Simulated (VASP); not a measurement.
**Bi2Pd (Urvantsevite) with PBEsol: from relaxation to properties**

How well does PBEsol reproduce what experiment finds for Bi2Pd (Urvantsevite)? The cell is relaxed first, and properties follow on it. The steps: relaxing cell and atoms (PBEsol), second relaxation, density, ELF and potential (PBEsol), bands along the symmetry lines (PBEsol), total and projected DOS (PBEsol), vibrations at Γ (PBEsol), field gradients at the nuclei (PBEsol) and ionic relaxation at fixed cell (PBEsol), changed input. The start is a cell from a database of measured crystal structures.

Program: VASP 6.6.1. Level of theory: PBEsol; plane waves and PAW (Bi_d, Pd). Results are calculated unless marked as measured.

Experimental background.

“Low-temperature thermal expansion of the topological material candidates beta-PtBi2 and beta-Bi2Pd” (2022, arxiv:2204.02327) reports for Bi2Pd, tetragonal beta phase, by X-ray diffraction (quenched self-flux single crystals): lattice constant a (tetragonal a) 3.369 ± 0.006 Å; lattice constant c (tetragonal c) 12.98 ± 0.02 Å.

Most raw output is cut from this account.

## Step 1: The starting structure

Before any relaxation, the start is as follows. The structure is tetragonal, space group I4/mmm (No. 139). The conventional cell has a = 3.362 Å, b = 3.362 Å, c = 12.983 Å, α = 90.00°, β = 90.00°, γ = 90.00°. Nearest to Bi lie 4 Pd at 2.97 Å. Nearest to Pd lie 8 Bi at 2.97 Å. Farther neighbours are not listed.

Structure file:

```xyz
3
Lattice="-1.6810 1.6810 6.4915 1.6810 -1.6810 6.4915 1.6810 1.6810 -6.4915" Properties=species:S:1:pos:R:3 pbc="T T T"
Bi    0.0000    0.0000    4.7128
Bi    0.0000    0.0000    8.2702
Pd    0.0000    0.0000    0.0000
```

## Step 2: Relaxing cell and atoms (PBEsol)

The start need not lie at this functional's minimum. ISIF = 3 frees volume, shape and positions, and EDIFFG sets the threshold on forces and stress at which the search stops. PBEsol restores the gradient expansion of exchange and is tuned for the cells of solids.

File INCAR:

```
SYSTEM = Bi2Pd
PREC = Accurate
ENCUT = 400
EDIFF = 1E-06
NELM = 100
ISMEAR = 1
SIGMA = 0.2
LREAL = .FALSE.
ALGO = Normal
GGA = PS
NBANDS = 26
LASPH = .TRUE.
LORBIT = 11
LWAVE = .FALSE.
LCHARG = .FALSE.
KPAR = 2
IBRION = 2
NSW = 60
ISIF = 3
EDIFFG = -0.01
```

File POSCAR:

```
Bi2Pd
1.0
   -1.6810000000      1.6810000000      6.4915000000
    1.6810000000     -1.6810000000      6.4915000000
    1.6810000000      1.6810000000     -6.4915000000
Bi Pd
2 1
Direct
    0.3630000000      0.3630000000      0.0000000000
    0.6370000000      0.6370000000      0.0000000000
    0.0000000000      0.0000000000      0.0000000000
```

File KPOINTS:

```
Automatic mesh
0
Gamma
9 9 9
0 0 0
```

The projector-augmented-wave data sets are Bi_d and Pd (PBE family, release 64).

The run is started by

```sh
> mpirun -np 2 vasp_std
```

Elapsed: 5.2 min, on 2 MPI ranks of AMD EPYC 9R45, shared host; peak memory 0.75 GiB.

The PAW data sets were made with PBE, which is usual practice but a small mismatch for other functionals. The run keeps the 16 symmetry operations of its start, so it cannot find a distortion of lower symmetry.

The steps of the relaxation:

```csv
step,energy less that of the first step (eV),largest force (eV/Å),pressure (GPa),volume (Å³)
1,0.0000,0.1475,-1.41,73.37
2,0.0000,0.0961,1.69,71.12
3,-0.0059,0.0307,0.08,72.22
4,-0.0065,0.0168,0.07,72.26
5,-0.0069,0.0070,0.01,72.33
```

```csv
"conventional cell, symmetrised",before,after,change
a (Å),3.362,3.360,-0.1 %
b (Å),3.362,3.360,-0.1 %
c (Å),12.983,12.817,-1.3 %
volume (Å³/atom),24.46,24.11,-1.4 %
```

The relaxed structure:

```xyz
3
Lattice="-1.6798 1.6798 6.4087 1.6798 -1.6798 6.4087 1.6798 1.6798 -6.4087" Properties=species:S:1:pos:R:3 pbc="T T T"
Bi    0.0000    0.0000    4.6605
Bi    0.0000    0.0000    8.1569
Pd    0.0000    0.0000    0.0000
```

Numbers from this step:

```yaml
electrons: 40
bands: 26
irreducible_k_points: 75
symmetry_operations: 16
free_energy_toten: -15.26 eV
energy_at_zero_smearing: -15.26 eV
fermi_energy: 9.212 eV
pressure: 0.01148 GPa
metallic: yes
scf_cycles_over_all_ionic_steps: 42
```

It ends with a largest force of 0.007 eV/Å and a pressure of 0.01 GPa. The volume lies -1.4 % from that of the database's start, which holds the thermal and zero-point expansion of its experiment.

## Step 3: Second relaxation

A relaxation keeps the plane waves of the cell it began with, so it is repeated from the new cell, on a basis made for it.

INCAR is that of step 2.

File POSCAR:

```
Bi2Pd
1.0
   -1.6797932146      1.6797932146      6.4086962640
    1.6797932146     -1.6797932146      6.4086962640
    1.6797932146      1.6797932146     -6.4086962640
Bi Pd
2 1
Direct
    0.3636036828      0.3636036828      0.0000000000
    0.6363963172      0.6363963172      0.0000000000
    0.0000000000      0.0000000000      0.0000000000
```

KPOINTS is that of step 2.

The run is started by

```sh
> mpirun -np 2 vasp_std
```

Elapsed: 78 s, on 2 MPI ranks; peak memory 0.68 GiB; 2.3 min of CPU time.

Little changed from the start: no atom moved by 0.005 Å and no cell edge by 0.1 %.

This step gave:

```
pressure                        : -0.005089 GPa
SCF cycles over all ionic steps : 12
```

It ends with a largest force of 0.007 eV/Å and a pressure of -0.01 GPa. The volume moved by under 0.01 %: the run met its threshold at the first step.

## Step 4: Density, ELF and potential (PBEsol)

A single point on the relaxed cell gives a clean self-consistent state, with density, ELF and potential written out.

Changes to INCAR since step 3:

```diff
@@ -14,7 +14,5 @@
 LWAVE = .FALSE.
-LCHARG = .FALSE.
-KPAR = 2
-IBRION = 2
-NSW = 60
-ISIF = 3
-EDIFFG = -0.01
+LCHARG = .TRUE.
+ISIF = 2
+LELF = .TRUE.
+LVHAR = .TRUE.
```

POSCAR is that of step 3.

KPOINTS is that of step 3.

The run is started by

```sh
> mpirun -np 2 vasp_std
```

The job ended after 68 s (2 MPI ranks; peak memory 0.47 GiB).

This step gave:

* SCF cycles: 12

Valence electrons inside each PAW sphere by angular momentum. Sphere charges, by row:

```csv
atom,s (e),p (e),d (e),tot (e)
Bi1,1.542,1.296,9.938,12.78
Bi2,1.542,1.296,9.938,12.78
Pd3,0.408,0.396,8.615,9.419
```

Valence density in the ac plane of the conventional cell at fractional y = 0.000, with atoms of Bi and Pd within 0.2 Å of it. It is the smooth field of the valence electrons, not physical close to the nuclei.

Ten steps, logarithmic in the rise over the least value, from '_' (0.05 × 1e0 e/Å³) to '@' (9.45 × 1e0 e/Å³), each cell a mean:
```
%%##**++--::......::==++##%%
++====--::..........::--==++
............................
________............________
____________________________
____________________________
==----::..________....::----
%%##**++--::......::--++####
@@@@%%**==::....::--++##%%@@
%%%%##++--::......::==++##%%
====--::::..........::----==
............................
::::....................::::
**++==--::........::::--++++
@@%%##**==::....::--==**%%@@
@@@@%%**==::....::--==**%%@@
##**++==::....__..::--==****
::::::....__________....::::
____________________________
____________......__________
________..............______
::::::..................::::
****++--::........::--==++**
%%%%##++--::......::==**##%%
```
Columns run along a (3.4 Å), rows up along c (12.8 Å), edges of the conventional cell, whose origin can differ from the input's. Atoms in or near the plane, at fractional coordinates: Bi at (0.00, 0.36), Bi at (0.00, 0.64), Pd at (0.00, 0.00).

Electrostatic potential energy in the ac plane of the conventional cell at fractional y = 0.000, with atoms of Bi and Pd within 0.2 Å of it. With pseudopotentials it is smooth inside the atoms' cores, unlike the true potential.

Ten even steps from '_' (-93 eV) to '@' (3 eV), each cell a mean:
```
----==**%%@@@@@@@@@@%%**==--
####%%@@@@@@@@@@@@@@@@@@%%##
@@@@@@@@@@@@@@@@@@@@@@@@@@@@
@@@@@@@@@@@@@@@@@@@@@@@@@@@@
@@@@@@@@@@@@@@@@@@@@@@@@@@@@
@@@@@@@@@@@@@@@@@@@@@@@@@@@@
%%%%@@@@@@@@@@@@@@@@@@@@%%%%
..::==**%%@@@@@@@@@@%%**--::
____..==##@@@@@@@@%%**--____
....--**%%@@@@@@@@@@%%++::..
####%%@@@@@@@@@@@@@@@@@@%%##
@@@@@@@@@@@@@@@@@@@@@@@@@@@@
@@@@@@@@@@@@@@@@@@@@@@@@@@@@
++**##%%@@@@@@@@@@@@@@%%**++
____::++%%@@@@@@@@@@##==..__
____..==##@@@@@@@@@@**--____
--==**%%@@@@@@@@@@@@%%##++==
@@@@@@@@@@@@@@@@@@@@@@@@@@@@
@@@@@@@@@@@@@@@@@@@@@@@@@@@@
@@@@@@@@@@@@@@@@@@@@@@@@@@@@
@@@@@@@@@@@@@@@@@@@@@@@@@@@@
@@@@@@@@@@@@@@@@@@@@@@@@@@@@
++**##%%@@@@@@@@@@@@@@%%****
::::==**%%@@@@@@@@@@%%++--::
```
Columns run along a (3.4 Å; values clipped at the 3rd and 97th percentile), rows up along c (12.8 Å), edges of the conventional cell, whose origin can differ from the input's. Atoms in or near the plane, at fractional coordinates: Bi at (0.00, 0.36), Bi at (0.00, 0.64), Pd at (0.00, 0.00).

ELF in the ac plane of the conventional cell at fractional y = 0.000, with atoms of Bi and Pd within 0.2 Å of it. It is the smooth field of the valence electrons, not physical close to the nuclei.

Ten even steps from '0' (0.01) to '9' (0.56), each cell a mean:
```
00244333334310
44444344434444
33334444444333
22233333333322
11122233322211
44432222223344
99876432356789
77998643479987
84699654579845
56787544568875
77665443445667
44443333334444
44444333334444
77775544456777
64698654568855
75699644579855
89998543468998
88765322245678
33222222222223
11222333332211
22333344433332
44444444444444
33444333334433
00144333345300
```
Columns run along a (3.4 Å), rows up along c (12.8 Å), edges of the conventional cell, whose origin can differ from the input's. Atoms in or near the plane, at fractional coordinates: Bi at (0.00, 0.36), Bi at (0.00, 0.64), Pd at (0.00, 0.00).

In this run the pressure is -0.01 GPa, small enough to go on.

## Step 5: Bands along the symmetry lines (PBEsol)

The mesh alone shows little of the dispersion and can miss band extrema, so KPOINTS_OPT adds a path through the symmetry points after the self-consistent cycle.

File INCAR:

```
SYSTEM = Bi2Pd
PREC = Accurate
ENCUT = 400
EDIFF = 1E-06
NELM = 100
ISMEAR = 1
SIGMA = 0.2
LREAL = .FALSE.
ALGO = Normal
GGA = PS
NBANDS = 33
LASPH = .TRUE.
LORBIT = 11
LWAVE = .FALSE.
LCHARG = .FALSE.
KPAR = 2
```

POSCAR is that of step 4.

KPOINTS is that of step 4.

File KPOINTS_OPT:

```
Line mode
16
Line-mode
Reciprocal
  0.00000000   0.00000000   0.00000000 GAMMA
 -0.50000000   0.50000000   0.00000000 X

 -0.50000000   0.50000000   0.00000000 X
 -0.50000000   0.50000000  -0.03435123 Y

 -0.50000000   0.50000000  -0.03435123 Y
 -0.26717561   0.26717561  -0.26717561 S

 -0.26717561   0.26717561  -0.26717561 S
  0.00000000   0.00000000   0.00000000 GAMMA

  0.00000000   0.00000000   0.00000000 GAMMA
  0.50000000   0.50000000  -0.50000000 Z

  0.50000000   0.50000000  -0.50000000 Z
  0.26717561   0.73282439  -0.73282439 S1

  0.26717561   0.73282439  -0.73282439 S1
  0.00000000   0.50000000  -0.50000000 N

  0.00000000   0.50000000  -0.50000000 N
 -0.25000000   0.75000000  -0.25000000 P

 -0.25000000   0.75000000  -0.25000000 P
  0.03435123   0.96564877  -0.50000000 Y1

  0.03435123   0.96564877  -0.50000000 Y1
  0.50000000   0.50000000  -0.50000000 Z

 -0.50000000   0.50000000   0.00000000 X
 -0.25000000   0.75000000  -0.25000000 P
```

The run is started by

```sh
> mpirun -np 2 vasp_std
```

The job ended after 3.6 min (2 MPI ranks; peak memory 0.8 GiB; 7.1 min of CPU time).

Spin-orbit coupling is off here; with elements this heavy it splits and shifts levels by tenths of an eV or more.

This step gave:

| Quantity | Value |
| --- | --- |
| bands | 33 |
| pressure | -0.01285 GPa |

The electronic bands at the labelled points (eV, zero at the Fermi level; # counts the bands kept):

```csv
point,#5,#6,#7,#8,#9,#10,#11,#12
Γ,-2.83,-2.66,1.83,2.38,2.38,3.14,3.14,4.67
0.53 of the way,-3.05,-2.88,-1.59,-0.68,-0.61,-0.11,3.19,5.21
X,-3.31,-2.93,-2.00,-0.99,0.50,0.94,1.06,2.04
0.47 of the way,-3.35,-2.90,-2.01,-1.02,0.51,0.96,1.10,2.05
Y,-3.46,-2.82,-2.01,-1.14,0.52,1.03,1.24,2.09
0.47 of the way,-3.18,-2.13,-2.08,-1.47,0.61,0.85,2.19,3.21
S,-2.90,-2.88,-2.76,-1.51,1.36,2.94,4.63,4.64
0.53 of the way,-3.07,-2.93,-1.79,-1.38,3.35,3.55,3.60,6.45
Γ,-2.83,-2.66,1.83,2.38,2.38,3.14,3.14,4.67
0.53 of the way,-2.83,-2.66,-0.12,1.72,1.72,4.12,4.12,5.91
Z,-2.77,-2.66,-1.65,1.43,1.43,4.74,4.74,5.93
0.53 of the way,-3.06,-2.96,-1.17,-0.38,0.04,2.67,3.97,4.86
S1,-2.90,-2.88,-2.76,-1.51,1.36,2.94,4.63,4.64
0.53 of the way,-3.15,-2.89,-2.46,-1.68,1.20,3.78,4.55,4.78
N,-3.23,-2.89,-2.25,-1.82,1.05,4.52,4.61,4.82
0.47 of the way,-3.19,-2.34,-1.90,-1.30,0.46,0.98,2.08,3.55
P,-3.77,-2.96,-2.00,-0.29,-0.29,0.96,1.00,2.39
0.47 of the way,-3.49,-2.92,-2.01,-0.79,0.22,0.97,1.06,2.23
Y1,-3.46,-2.82,-2.01,-1.14,0.52,1.03,1.24,2.09
0.47 of the way,-3.39,-2.95,-1.36,-0.92,0.24,0.94,1.69,4.42
Z,-2.77,-2.66,-1.65,1.43,1.43,4.74,4.74,5.93
jump to X,-3.31,-2.93,-2.00,-0.99,0.50,0.94,1.06,2.04
0.53 of the way,-3.47,-2.94,-2.00,-0.75,0.21,0.95,1.03,2.21
P,-3.77,-2.96,-2.00,-0.29,-0.29,0.96,1.00,2.39
```

Of the projections kept (Bi, Pd), the largest for each band there; the rest of the weight can lie on other orbitals:

```csv
point,#5,#6,#7,#8,#9,#10,#11,#12
Γ,Pd 0.94,Pd 1.00,Bi 0.84,Bi 0.82,Bi 0.82,Bi 0.83,Bi 0.83,Bi 0.52
X,Bi 0.76,Pd 0.98,Pd 1.00,Pd 0.68,Pd 0.54,Pd 0.63,Bi 0.92,Pd 0.75
Y,Bi 0.58,Pd 0.90,Pd 0.99,Pd 0.64,Pd 0.53,Pd 0.59,Bi 0.87,Pd 0.77
S,Pd 0.99,Pd 0.73,Pd 0.56,Pd 0.82,Bi 0.66,Pd 0.63,Bi 1.00,Bi 0.86
Γ,Pd 0.94,Pd 1.00,Bi 0.84,Bi 0.82,Bi 0.82,Bi 0.83,Bi 0.83,Bi 0.52
Z,Bi 0.88,Pd 1.00,Pd 0.67,Bi 0.86,Bi 0.86,Bi 0.84,Bi 0.84,Bi 0.60
```

There is no gap at this level.

## Step 6: Total and projected DOS (PBEsol)

Here the states are counted by energy and projected on the atoms. The mesh is finer than in the run before.

Changes to INCAR since step 5:

```diff
@@ -5,3 +5,3 @@
 NELM = 100
-ISMEAR = 1
+ISMEAR = -5
 SIGMA = 0.2
@@ -16 +16,2 @@
 KPAR = 2
+NEDOS = 2001
```

POSCAR is that of step 5.

File KPOINTS:

```
Automatic mesh
0
Gamma
14 14 14
0 0 0
```

The run is started by

```sh
> mpirun -np 2 vasp_std
```

Wall time 4.4 min (2 MPI ranks); peak memory 1.1 GiB.

With tetrahedra the forces and stress of a metal are not exact derivatives of the energy.

This step gave:

| Item | Value |
| --- | --- |
| irreducible k-points | 244 |
| free energy (TOTEN) | -15.27 eV |
| Fermi energy | 9.241 eV |
| pressure | -0.008269 GPa |
| DOS at the Fermi level | 1.333 states/eV/cell |

The density of states has structure finer than the step of the table below, so its rows give means over 1 eV, whole bins alone (the curve runs from -12.0 to 3.61 eV). Peaks (eV: height): total -4.8: 4.53, -4.0: 5.93, -3.3: 9.12, -2.9: 7.20; Pd d -4.0: 3.65, -3.3: 7.30, -2.9: 4.97, -2.0: 2.27; Bi p -4.8: 1.20, -4.0: 0.707, 1.0: 0.784, 1.8: 0.772; Pd p -4.8: 0.120, -4.0: 0.113, -2.8: 0.112, -1.5: 0.132; Bi s -11.5: 1.44, -11.0: 1.50.

States under -12.0 eV and over 3.6 eV are left out. Table of density of states by energy, zero at the Fermi level; means over each step; values in states/eV/cell:

```csv
energy (eV),total,Pd d,Bi p,Pd p,Bi s,Pd s
-11,1.63,0.0535,0.0197,0.0213,1.15,0.00555
-10,0.503,0.0203,0.00693,0.00143,0.375,1.1e-4
-9,0.0720,9.3e-4,5.0e-4,1.3e-5,0.0590,0
-8,0,0,0,0,0,0
-7,5.1e-5,0,1.3e-5,0,0,6.3e-6
-6,0.558,0.0718,0.150,0.00679,0.00800,0.0685
-5,2.44,0.743,0.605,0.0520,0.0314,0.0905
-4,3.52,2.16,0.437,0.0526,0.0587,0.0409
-3,5.38,3.88,0.420,0.0701,0.108,0.0917
-2,2.25,1.13,0.412,0.0807,0.0628,0.0310
-1,1.36,0.416,0.367,0.0615,0.0611,0.0227
0,1.23,0.275,0.405,0.0477,0.0424,0.0167
1,1.76,0.306,0.645,0.0568,0.0506,0.0364
2,1.74,0.200,0.710,0.0471,0.0326,0.0839
3,1.55,0.129,0.638,0.0342,0.0204,0.126
```

The finer mesh and the other smearing move the Fermi level by +0.03 eV from the 9×9×9 run, a small shift, which tests the Fermi level alone. Of the states within 0.3 eV of the Fermi level, the largest shares in the PAW spheres are Bi p 33 % and Pd d 23 %. The rest lies in smaller channels or between the spheres.

## Step 7: Vibrations at Γ (PBEsol)

Zone-centre modes test whether the atoms sit at a minimum within this cell. IBRION = 8 takes the force constants from linear response, which needs tightly converged orbitals.

File INCAR:

```
SYSTEM = Bi2Pd
PREC = Accurate
ENCUT = 400
EDIFF = 1E-08
NELM = 100
ISMEAR = 1
SIGMA = 0.2
LREAL = .FALSE.
ALGO = Normal
GGA = PS
NBANDS = 26
LASPH = .TRUE.
LORBIT = 11
LWAVE = .FALSE.
LCHARG = .FALSE.
KPAR = 2
IBRION = 8
ISIF = 2
```

POSCAR is that of step 6.

File KPOINTS:

```
Automatic mesh
0
Gamma
16 16 16
0 0 0
```

The run is started by

```sh
> mpirun -np 2 vasp_std
```

It took 69 min on 2 MPI ranks; peak memory 5.3 GiB; 2.3 h of CPU time.

Energies printed during the response cycles are not total energies of the cell.

Numbers from this step:

```
bands                     : 26
irreducible k-points      : 349
pressure of the cell      : 0.002805 GPa
largest force of the cell : 0.02985 eV/Å
Fermi energy              : 9.200 eV
```

Modes at Γ, with each element's share of the kinetic energy:

```csv
mode,frequency (cm⁻¹),symmetry,Bi %,Pd %
1,-0.2,acoustic,80,20
2,-0.1,acoustic,80,20
3,-0.1,acoustic,80,20
4,42.3,Eg,100,0
5,42.3,Eg,100,0
6,86.7,Eu,20,80
7,86.7,Eu,20,80
8,98.6,A1g,100,0
9,105.7,A2u,20,80
```

Displacements in mode 5 (42.3 cm⁻¹), the largest set to 1:
```
Bi1  1.00  0.84  0.00
Bi2 -1.00 -0.84  0.00
Pd3  0.00  0.00  0.00
```

Displacements in mode 9 (105.7 cm⁻¹), the largest set to 1:
```
Bi1  0.00  0.00 -0.26
Bi2  0.00  0.00 -0.26
Pd3  0.00  0.00  1.00
```

The three acoustic modes lie within 0.2 cm⁻¹ of zero, and all others are real. By the characters of their eigenvectors the optical modes sort into (cm⁻¹) Raman active: Eg 42, A1g 99; infrared active: Eu 87, A2u 106. With a centre of inversion no mode is active in both.

## Step 8: Field gradients at the nuclei (PBEsol)

Field gradients probe how far the charge around each nucleus departs from cubic symmetry; LASPH keeps the non-spherical terms inside the spheres.

Changes to INCAR since step 7:

```diff
@@ -3,3 +3,3 @@
 ENCUT = 400
-EDIFF = 1E-08
+EDIFF = 1E-07
 NELM = 100
@@ -16,3 +16,2 @@
 KPAR = 2
-IBRION = 8
-ISIF = 2
+LEFG = .TRUE.
```

POSCAR is that of step 7.

File KPOINTS:

```
Automatic mesh
0
Gamma
9 9 9
0 0 0
```

The run is started by

```sh
> mpirun -np 2 vasp_std
```

It took 75 s on 2 MPI ranks; peak memory 0.68 GiB.

Numbers from this step:

```yaml
scf_cycles: 14
irreducible_k_points: 75
free_energy_toten: -15.26 eV
fermi_energy: 9.212 eV
pressure: -0.01797 GPa
```

Electric field gradients, by row:

```csv
atom,Vxx (V/Å²),Vyy (V/Å²),Vzz (V/Å²),asymmetry
Bi1,-11.46,-11.46,22.91,0
Bi2,-11.46,-11.46,22.91,0
Pd3,6.91,6.907,-13.82,0
```

The largest gradient, 22.91 V/Å², sits on Bi1 and like sites; times the quadrupole moment of a nucleus that has one, it gives the coupling that NMR and NQR see.

## Step 9: Ionic relaxation at fixed cell (PBEsol), changed input

This run is made with a changed input; what comes of it follows.

Changes to INCAR since step 8:

```diff
@@ -3,4 +3,4 @@
 ENCUT = 400
-EDIFF = 1E-07
-NELM = 100
+EDIFF = 1E-06
+NELM = 94
 ISMEAR = 1
@@ -16,2 +16,8 @@
 KPAR = 2
-LEFG = .TRUE.
+IBRION = 2
+NSW = 30
+ISIF = 2
+EDIFFG = -0.01
+IMIX = 1
+AMIX = 1.5
+BMIX = 1E-04
```

POSCAR is that of step 8.

KPOINTS is that of step 8.

The run is started by

```sh
> mpirun -np 2 vasp_std
```

Elapsed: 4.1 min, on 2 MPI ranks; peak memory 0.64 GiB.

The run was stopped at its time limit, by a STOPCAR file.

The fault in the input: mixing far too strong (IMIX = 1, AMIX = 1.5 and BMIX = 0.0001). Lower AMIX to 0.4 or under and return to the default mixer.

## Step 10: Results

| Quantity | Value |
| --- | --- |
| relaxed volume | 24.11 Å³/atom |
| relaxed conventional cell a, b, c | 3.360, 3.360, 12.817 Å |
| space group after relaxing, within 0.02 Å | I4/mmm (No. 139) |
| band gap | none, a metal |
| DOS at the Fermi level | 1.33 states/eV/cell |
| highest zone-centre mode | 106 cm⁻¹ |
| largest field gradient Vzz | 22.91 V/Å² on Bi1 |

**Reading.** With PBEsol, Bi2Pd (Urvantsevite) relaxes to 24.11 Å³/atom in space group I4/mmm (held by the symmetry of the run) and comes out as a metal. Against the listed cell the volume lies -1.4 % (a -0.1 %, c -1.3 %). Bands along the symmetry lines (PBEsol): Of the bands kept, 4 cross the Fermi level on this path. Vibrations at Γ (PBEsol): The highest mode in this list at Γ, 105.7 cm⁻¹, is mostly motion of Pd (80 % of the kinetic energy). Spin-orbit coupling is left out, and with elements this heavy it would split and shift bands near the Fermi level. Modes at Γ alone can't show that the crystal is stable at other wave vectors. No search among competing phases was made, and a listed structure need not be the one stable at ambient conditions. All values are for a static lattice at zero temperature.

Computed beside measured:

```
              quantity  measured           PBEsol
lattice constant a (Å)     3.369   3.360 (-0.3 %)
lattice constant c (Å)     12.98  12.817 (-1.3 %)
```

Measured values from arxiv:2204.02327 (2022).

How well it matches: The lattice constant a is off by -0.3 %: good agreement. The lattice constant c is off by -1.3 %: fair agreement. The grades are ours: good and fair within 0.7 and 1.5 % for the lattice constant a and 0.8 and 2 % for the lattice constant c. For lattice constants the calculation has a static lattice, without zero-point motion or thermal expansion.

[Lines on the potential files, build, host, timing and source positions are cut from VASP's logs without a mark.]

[Logs are printed without paths, hosts, clocks, repeated set-up lines and the standing remarks that a program may print on its own settings, such as how far it seeks lower states.]

[Hosts, paths, dates, database ids (printed as entryN), source tags and the programs' standing remarks are cut or masked in the printed files.]

[A measured line is paired with the nearest computed mode of its activity, which favours agreement.]
